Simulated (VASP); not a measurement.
A run of VASP 6.6.1 is set up as follows.

File INCAR:

```
  ALGO = Normal
  EDIFF = 1E-6
  ENCUT = 520
  GGA = PS
  ISIF = 2
  ISMEAR = 0
  ISPIN = 2
  LASPH = True
  LCHARG = False
  LDAU = True
  LDAUJ = 0 0
  LDAUL = 2 -1
  LDAUPRINT = 1
  LDAUTYPE = 2
  LDAUU = 6 0
  LMAXMIX = 4
  LORBIT = 11
  LREAL = False
  LWAVE = False
  MAGMOM = 1 0
  NBANDS = 21
  NELM = 60
  PREC = Accurate
  SIGMA = 0.05
```

Contents of KPOINTS:

```
k-points
0
Gamma
  5 5 5
```

File POSCAR:

```
TeRu
1.0
    0.0000000000      3.1139297200      3.1139297200
    3.1139297200      0.0000000000      3.1139297200
    3.1139297200      3.1139297200      0.0000000000
Ru Te
1 1
Direct
    0.0000000000      0.0000000000      0.0000000000
    0.2500000000      0.2500000000      0.2500000000
```

Potentials or basis: VASP PAW PBE potentials, release 64 (Ru_pv, Te).

Launch:

```sh
$ cat potpaw_PBE.64/Ru_pv/POTCAR potpaw_PBE.64/Te/POTCAR > POTCAR
$ mpirun -np 1 vasp_std > vasp.out
```

(1) Predict the net moment.

(2) What does it give for the site moments?

Answers

(1) 2.00 μB per cell.

(2) Ru +2.15; Te -0.28 μB.

Caveat: the U is typed as a test and isn't derived for this compound.
